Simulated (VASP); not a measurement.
Input:

```xyz
12
Lattice="2.6254 0.0000 0.0000 -1.3127 2.2736 0.0000 0.0000 0.0000 12.8826" Properties=species:S:1:pos:R:3 pbc="T T T"
B      0.0000     0.0000     0.0000
B      0.0000     0.0000     6.4413
B      1.3127     0.7579    10.7345
B      0.0000     1.5158     4.2931
B      1.3127     0.7579     2.1450
B      0.0000     1.5158     8.5863
N      0.0000     0.0000    11.2672
N      0.0000     0.0000     4.8258
N      1.3127     0.7579     9.1190
N      0.0000     1.5158     2.6777
N      1.3127     0.7579     0.5346
N      0.0000     1.5158     6.9760
```

Method: PBE GGA, VASP's PBE PAW potentials (set 64) (plane waves; VASP). Run with 400 eV cut-off, 7×7×2 Γ-centred mesh, Fermi-Dirac smearing of 0.10 eV, potentials B N.

At this cut-off the stress carries a Pulay error, which pulls relaxed volumes low.

Problem. Give the stress tensor in GPa (positive for a compressed cell).

Solution. 
```
-30.04    0.00    0.00
  0.00  -30.04    0.00
  0.00    0.00  -27.86
```
The pressure is its mean diagonal, -29.31 GPa.

The structure was generated: BN was put into an ordered model structure, which need not be its known phase. The cell was not relaxed at this level.
